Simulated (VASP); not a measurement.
Given:

```xyz
4
Lattice="3.5526 0.0000 0.0000 0.0000 3.5526 0.0000 0.0000 0.0000 3.5526" Properties=species:S:1:pos:R:3 pbc="T T T"
Al     0.0000     0.0000     0.0000
Ni     0.0000     1.7763     1.7763
Ni     1.7763     0.0000     1.7763
Ni     1.7763     1.7763     0.0000
```
Starting moments (μB, in the order of the record's atoms Al Ni Ni Ni): 0.0 0.2 0.2 0.2.

Method: AM05 GGA, VASP's PBE PAW potentials (set 64) (plane waves; VASP 6.6.1). Settings: 520 eV cut-off, 9×9×9 Γ-centred mesh, first-order Methfessel-Paxton smearing of 0.10 eV, potentials Al Ni.

**Question.** Give the stress tensor in GPa (positive for a compressed cell).

**Answer.** 
```
-5.88   0.00   0.00
 0.00  -5.88   0.00
 0.00   0.00  -5.88
```
The pressure is its mean diagonal, -5.88 GPa.

The compound is Ni3Al in the L1_2 structure. This cell is one point of a volume scan, at 1.03 of the reference volume.
